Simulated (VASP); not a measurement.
Write the native input for VASP 6.6.1 that does the following.

```yaml
Task: single point
Functional: r2SCAN
Potentials_or_basis: VASP PAW PBE potentials, release 64 (Zn, Ge_d, N)
Cutoff: 520 eV
k_mesh: 8 × 8 × 8
Occupations: gaussian, width 0.1 eV
Spin: no spin polarisation
Further_INCAR_settings: ALGO = Normal; EDIFF = 1e-06; NBANDS = 61
```

The structure of ZnGe2N2 lies in POSCAR:

```
ZnGe2N2                                 
1.0
   -2.8464738696      4.4713571322      2.7706557957
    2.8464738696     -4.4713571322      2.7706557957
    2.8464738696      4.4713571322     -2.7706557957
  Zn              Ge              N             
     2     4     4
Direct
     0.7500000000000000    0.7500000000000000    1.0000000000000000
     0.2500000000000000    0.2500000000000000    1.0000000000000000
     0.8440247419733493    0.4616109427176983    0.3056356746910467
     0.1559752580266507    0.5383890572823017    0.6943643253089533
     0.3440247419733491    0.0383890572823017    0.3824137992556509
     0.6559752580266507    0.9616109427176983    0.6175862007443489
     0.6524765265413839    0.6284415285156885    0.2809180550570724
     0.3475234734586159    0.3715584714843117    0.7190819449429278
     0.1524765265413840    0.8715584714843115    0.0240349980256958
     0.8475234734586161    0.1284415285156883    0.9759650019743040
```

The cell was built by a generator and needn't be a form met in nature.

One way to write it, as run:

INCAR

```
SYSTEM = ZnGe2N2
  ALGO = Normal
  EDIFF = 1E-6
  ENCUT = 520
  ISIF = 2
  ISMEAR = 0
  KPAR = 8
  LASPH = .True.
  LCHARG = .False.
  LMIXTAU = .True.
  LREAL = .False.
  LWAVE = .False.
  METAGGA = R2SCAN
  NBANDS = 61
  NELM = 150
  PREC = Accurate
  SIGMA = 0.1
```

KPOINTS

```
k-points
0
Gamma
  8 8 8
  0 0 0
```

Potentials or basis: VASP PAW PBE potentials, release 64 (Zn, Ge_d, N).

The run is started by

```bash
$ cat potpaw_PBE.64/Zn/POTCAR potpaw_PBE.64/Ge_d/POTCAR potpaw_PBE.64/N/POTCAR > POTCAR
$ mpirun -np 8 vasp_std > vasp.out
```

Results of the run:

```json
{
 "Pressure": "-4.4 GPa",
 "Largest force": "0.242 eV/Å",
 "Band gap on the k mesh": "none (metal or under the smearing width)"
}
```

Caveat: the PAW data sets were made with another functional, which shifts forces and pressure a little.

It took 7 min on 8 MPI ranks on Intel(R) Xeon(R) Platinum 8488C (Sapphire Rapids) (shared host), peak memory 0.82 GiB a rank.
